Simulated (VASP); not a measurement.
```
GaN
1.0
    0.00000     2.26000     2.26000
    2.26000     0.00000     2.26000
    2.26000     2.26000     0.00000
Ga N
1 1
Direct
  0.00000   0.00000   0.00000
  0.25000   0.25000   0.25000
```

The base run (VASP): PBE GGA, plane waves, VASP's PBE PAW potentials (set 64). Settings: 520 eV cut-off, 9×9×9 Γ-centred mesh, Gaussian smearing of 0.050 eV, potentials Ga_d N.

The base run took about 8 core-seconds. The timings are rough (shared machines, no repeats); factors under 2 mean little.

Pressures at a finite cut-off, here 520 eV, hold a Pulay part, which wasn't tested here.

```tsv
setting	cost over the base run	electronic steps	pressure (GPa)
GGA = PS	within a factor of 2	13	-2.89
GGA = RP	within a factor of 2	13	7.25
IVDW = 12	within a factor of 2	13	-0.20
base run	reference	13	3.43
IVDW = 13	within a factor of 2	13	-2.15
GGA removed, LMIXTAU = .TRUE., METAGGA = SCAN	about 5 times	17	-2.61
GGA removed, LMIXTAU = .TRUE., METAGGA = TPSS	(withheld)	(withheld)	(withheld)
```

**Question.** Complete the blanks.

**Answer.** 
- GGA removed, LMIXTAU = .TRUE., METAGGA = TPSS, cost over the base run: about 6 times
- GGA removed, LMIXTAU = .TRUE., METAGGA = TPSS, electronic steps: 18
- GGA removed, LMIXTAU = .TRUE., METAGGA = TPSS, pressure (GPa): 1.11

Left out are runs that failed, have no time on record or changed the cell.

The compound is GaN in the zinc blende structure, a metastable form; wurtzite is the usual one. The cell was not relaxed at this level.
